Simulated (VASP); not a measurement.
Here is the system:

```yaml
crystal:
  lattice:
    - [-2.64000, 2.64000, 2.64000]
    - [2.64000, -2.64000, 2.64000]
    - [2.64000, 2.64000, -2.64000]
  atoms:
    - { symbol: K, position: [0.00000, 0.00000, 0.00000] }
```

Method: PBE GGA, VASP's PBE PAW potentials (set 64) (plane waves; VASP 6.6.1). Numerical set-up: PREC = Normal, 400 eV cut-off, 9×9×9 Γ-centred mesh, first-order Methfessel-Paxton smearing of 0.10 eV, potentials K_sv.

Estimate the energy per atom (σ→0), band gap (on the k-mesh) with the smallest direct gap where there is one.

The band gap (on the k-mesh) is none (metal, semimetal or under 0.01 eV) and the energy per atom (σ→0) is -1.050 eV/atom.

The compound is K in the bcc structure. The cell was not relaxed at this level. The run is one of a series of settings (PREC = Normal against the base run), some of them coarse on purpose.
